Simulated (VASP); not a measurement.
Computed with PBE GGA, VASP's PBE PAW potentials (set 64) (plane waves; VASP 6.6.1).

Input for VASP

INCAR:
```
! general
SYSTEM   =  BiP
PREC     =  Accurate
ENCUT    =  300
LREAL    =  F   ! projection in real space or not
LASPH    =  T

! electronic loop
EDIFF    =  1E-6
NELM     =  100
ALGO     =  Normal   ! blocked Davidson
LMAXMIX  =  4   ! l cut-off of mixed one-centre charges

! smearing
ISMEAR   =  0   ! Gaussian
SIGMA    =  0.2   ! width (eV)

! functional
GGA      =  PE

! ions
ISIF     =  2

! output
LWAVE    =  F
LCHARG   =  F
```

### KPOINTS
```
Automatic
0
gamma
  5 5 5
0 0 0
```

File POSCAR:
```
BiP
1
    3.4159590000     0.0000000000     0.0000000000
    0.0000000000     3.4159590000     0.0000000000
    0.0000000000     0.0000000000     3.4159590000
Bi P
1 1
Direct
 -0.0061870000   0.0001770000  -0.0104610000
  0.5061870000   0.4998230000   0.5104610000
```

POTCAR, in this order: Bi_d P (PBE.64 set). Program: vasp_std.

The resulting files:

### OUTCAR
```
 ion  position               nearest neighbor table
   1  0.994  0.000  0.990-   2 2.89   2 2.89   2 2.94   2 2.94   2 2.98   2 2.98   2 3.02   2 3.03
  LATTYP: Found a simple cubic cell.
 ALAT       =     3.4159590000
 Subroutine PRICEL returns:
 Original cell was already a primitive cell.
 Subroutine GETGRP returns: Found  1 space group operations
The static configuration has the point symmetry C_1 .
The dynamic configuration has the point symmetry C_1 .
 Subroutine INISYM returns: Found  1 space group operations
 Subroutine IBZKPT returns following result:
 Found     63 irreducible k-points:

 Following reciprocal coordinates:
            Coordinates               Weight
  0.000000  0.000000  0.000000      1.000000
  0.200000  0.000000  0.000000      2.000000
  0.000000  0.200000  0.000000      2.000000
  0.000000  0.000000  0.200000      2.000000
  0.400000  0.000000  0.000000      2.000000
  0.000000  0.400000  0.000000      2.000000
  0.000000  0.000000  0.400000      2.000000
  0.200000  0.200000  0.000000      2.000000
  0.000000  0.200000  0.200000      2.000000
  0.200000  0.000000  0.200000      2.000000
...
```

**OSZICAR**
```
       N       E                     dE             d eps       ncg     rms          rms(c)
DAV:   1     0.114612054868E+03    0.11461E+03   -0.78189E+03  1816   0.112E+03
DAV:   2    -0.232041323769E+01   -0.11693E+03   -0.11513E+03  1956   0.308E+02
DAV:   3    -0.829321739188E+01   -0.59728E+01   -0.58502E+01  2292   0.751E+01
DAV:   4    -0.839271046093E+01   -0.99493E-01   -0.99411E-01  2192   0.104E+01
DAV:   5    -0.839611640123E+01   -0.34059E-02   -0.34059E-02  2382   0.162E+00    0.375E+00
DAV:   6    -0.806258412056E+01    0.33353E+00   -0.11272E+00  2620   0.752E+00    0.217E+00
DAV:   7    -0.806439388937E+01   -0.18098E-02   -0.96702E-02  2034   0.170E+00    0.119E+00
DAV:   8    -0.806249473687E+01    0.18992E-02   -0.97506E-03  2166   0.111E+00    0.129E-01
DAV:   9    -0.806194598530E+01    0.54875E-03   -0.24185E-03  2442   0.404E-01    0.727E-02
DAV:  10    -0.806196238859E+01   -0.16403E-04   -0.22062E-04  2142   0.133E-01    0.267E-02
DAV:  11    -0.806196246885E+01   -0.80265E-07   -0.16377E-05  2260   0.409E-02    0.105E-02
DAV:  12    -0.806196209308E+01    0.37577E-06   -0.62975E-07  1326   0.842E-03
   1 F= -.80619621E+01 E0= -.80433529E+01  d E =-.372184E-01
```

OUTCAR:
```
------------------------ aborting loop because EDIFF is reached ----------------------------------------
  FORCE on cell =-STRESS in cart. coord.  units (eV):
  Direction    XX          YY          ZZ          XY          YZ          ZX
  --------------------------------------------------------------------------------------
  Total        3.7252787      3.7218471      3.7333576     -0.0006826     -0.0011514      0.0397525
  in kB      149.7377831    149.5998495    150.0625167     -0.0274370     -0.0462813      1.5978552
  external PRESSURE =     149.8000498 kB  Pullay stress =       0.0000000 kB
  volume of cell :       39.86
      direct lattice vectors                 reciprocal lattice vectors
     3.415959000  0.000000000  0.000000000     0.292743560  0.000000000  0.000000000
     0.000000000  3.415959000  0.000000000     0.000000000  0.292743560  0.000000000
     0.000000000  0.000000000  3.415959000     0.000000000  0.000000000  0.292743560
 POSITION                                       TOTAL-FORCE (eV/Angst)
 -----------------------------------------------------------------------------------
      3.39482      0.00060      3.38022         0.007351     -0.000210      0.012332
      1.72911      1.70737      1.74371        -0.007351      0.000210     -0.012332
 -----------------------------------------------------------------------------------
    total drift:                               -0.001191      0.000051     -0.000944
  FREE ENERGIE OF THE ION-ELECTRON SYSTEM (eV)
  ---------------------------------------------------
  free  energy   TOTEN  =        -8.0619620931 eV

  energy  without entropy=       -8.0247437277  energy(sigma->0) =       -8.04335291
```
(Selected blocks of OUTCAR.)

At this cut-off the stress carries a Pulay error, which pulls relaxed volumes low.

The structure was generated: BiP was put into an ordered model structure, which need not be its known phase. The cell was not relaxed at this level, atoms are displaced from their ideal sites. The k-mesh is coarse (spacing up to 0.37 per Å, 2π included), so the numbers may not be converged in it.
